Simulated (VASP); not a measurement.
Energy against volume of SiO2 (rutile). Level of theory: revTPSS meta-GGA, VASP's PBE PAW potentials (set 64) (plane waves; VASP). Run with 520 eV cut-off, 5×5×8 Γ-centred mesh, Gaussian smearing of 0.050 eV, potentials Si O.

Shape and ions are relaxed at each volume.

```
V (Å³/atom)  E (eV/atom)
-----------  -----------
7.675           -9.27547
7.912           -9.28278
8.150           -9.27727
8.387           -9.26125
```

Task: Fit these four points and predict the energy of the run at 7.438 Å³/atom.

Result: A cubic in V^(−2/3), the third-order Birch-Murnaghan form, passes through the four points with V0 = 7.92 Å³/atom and B0 = 286 GPa, and gives -9.2526 eV/atom there. The run gave -9.2527 eV/atom, -0.1 meV/atom from the fit; all five points give B0 = 285 GPa.

The compound is SiO2 in the rutile structure, stishovite, a high-pressure form. It was relaxed first.
